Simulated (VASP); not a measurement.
**WSe2: stress against strain**

WSe2 (2H layered, P6_3/mmc, 20.432 Å³/atom and stress up to 0.10 GPa in the relaxed cell, c along z) under an equal strain ε along x and y, with z held. PBEsol in VASP (plane waves, PAW), 480 eV, 12×12×4 Γ-centred mesh, Gaussian smearing 0.05 eV; ions are relaxed, or left where forces stay under 0.02 eV/Å, within the symmetry of each cell. Stress is positive for a compressed cell.

Here s stands for strain and y for stress xx.

| strain (%) | stress xx (GPa) |
|---|---|
| -3.00 | ? |
| -1.50 | 3.61 |
| -1.00 | 2.32 |
| -0.50 | 1.09 |
| 0.00 | -0.10 |
| 0.50 | -1.23 |
| 1.00 | -2.32 |
| 1.50 | -3.36 |

Fit y of the 7 rows that show it with a straight line. Means: s 0, y 0.001. About the means, the sum of products is -16.255 and the sum of squares of s is 7.0000; the slope is their ratio. Least squares gives y = 0.001 - 2.3221·s. Residuals (row less fit): 0.126, -0.003, -0.072, -0.101, -0.070, 0.001, 0.122; standard error 0.101 (degrees of freedom: 5). The slope gives the elastic constants C11 + C12 = 232 ± 4 GPa (± standard error of the fit, which holds the terms cut off).

**Question.** Predict the withheld y at s = -3.00 from the fit, and compare with the calculation.

**Answer.** y = 0.001 - 2.3221 × (-3.0) = 6.967 GPa. The calculation gives 7.85 GPa, 0.883 GPa above the prediction (7.9 % of the range of y in the table). The row lies outside the fitted rows, so this is an extrapolation. From the scatter of the fitted rows alone, a prediction at this place has a standard error of 0.157 GPa, so the miss is 5.6 times that.

A polynomial of degree 2 through the 12 other runs of the series gives 7.79 there, so most of the miss is curvature that the fit leaves out. Spin-orbit coupling is left out, which can shift these values for the heavy elements here. For WSe2: without a dispersion term in the relaxation, distances and binding between the weakly bound layers, chains or molecules are unreliable, and so is what depends on them. Rows are the converged runs of the series near zero and its far end, less any whose ions stayed unrelaxed beside relaxed ones; series whose fitted rows scatter by over a few per cent of the range, as at a crossing or softening among them, aren't shown in this form. Most that stay on the fit to the last digits aren't either.
